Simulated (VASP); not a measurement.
Given:

```yaml
crystal:
  lattice:
    - [0.00000, 3.35963, 3.35963]
    - [3.35963, 0.00000, 3.35963]
    - [3.35963, 3.35963, 0.00000]
  atoms:
    - { symbol: In, position: [0.00000, 0.00000, 0.00000] }
    - { symbol: Bi, position: [0.25000, 0.25000, 0.25000] }
```

These are PBEsol GGA, VASP's PBE PAW potentials (set 64) (plane waves; VASP) values and carry that method's errors. Numerical set-up: 400 eV cut-off, 11×11×11 Γ-centred mesh, tetrahedra with Blöchl corrections, potentials In_d Bi_d.

Unless said otherwise, spin-orbit coupling is left out, though it shifts the bands of the heavy elements here.

**Question.** Estimate the energy per atom (σ→0), band gap (on the k-mesh) with the smallest direct gap where there is one.

**Answer.** 
```yaml
band gap (on the k-mesh): none (metal, semimetal or under 0.01 eV)
energy per atom (σ→0): -3.592 eV/atom
```

Total energies compare only between runs with the same potentials, cut-off and functional.

The structure was generated: InBi was put into the zinc blende type (F-43m), which need not be its known phase. It was relaxed first.
